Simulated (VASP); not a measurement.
Sc:

```
Sc
1.0
     3.27000    0.00000    0.00000
    -1.63500    2.83190    0.00000
     0.00000    0.00000    5.09000
Sc
2
Direct
  0.33333 0.66667 0.25000
  0.66667 0.33333 0.75000
```

The cell was built by a generator and needn't be a form met in nature.

- Program: VASP 6.6.1
- Task: relaxation of cell and atoms
- Functional: r2SCAN
- Potentials or basis: VASP PAW PBE potentials, release 64 (Sc_sv)
- Cutoff: 600 eV
- k mesh: 14 × 14 × 8
- Occupations: methfessel-paxton, width 0.1 eV
- Spin: no spin polarisation

At the start: pressure 3.5 GPa; volume 23.57 Å³/atom.

Q: Where does the relaxation end?

A: Over 8 steps the energy falls by 15.0 meV/atom and the volume is 24.98 Å³/atom (+6.0 %); space group P6_3/mmc (No. 194, to 0.05 Å).

Step by step:
```csv
step,energy change (eV),largest force (eV/Å),pressure (GPa),volume (Å³)
1,0.0000,0.0000,3.54,47.14
2,-0.0277,0.0000,-0.87,50.78
3,-0.0300,0.0000,0.02,49.95
4,-0.0300,0.0000,-0.05,50.01
5,-0.0300,0.0000,-0.05,50.02
6,-0.0301,0.0000,-0.05,50.03
7,-0.0301,0.0000,-0.05,50.03
8,-0.0301,0.0000,0.02,49.96
```

Final structure:
```cif
data_structure
_symmetry_space_group_name_H-M 'P 1'
_symmetry_Int_Tables_number 1
_cell_length_a 3.3314
_cell_length_b 3.3314
_cell_length_c 5.1981
_cell_angle_alpha 90.000
_cell_angle_beta 90.000
_cell_angle_gamma 120.000
_cell_volume 49.96
loop_
_atom_site_label
_atom_site_type_symbol
_atom_site_fract_x
_atom_site_fract_y
_atom_site_fract_z
_atom_site_occupancy
Sc1 Sc 0.33333 0.66667 0.25000 1
Sc2 Sc 0.66667 0.33333 0.75000 1
```

Caveat: the PAW data sets were made with another functional, which shifts forces and pressure a little.
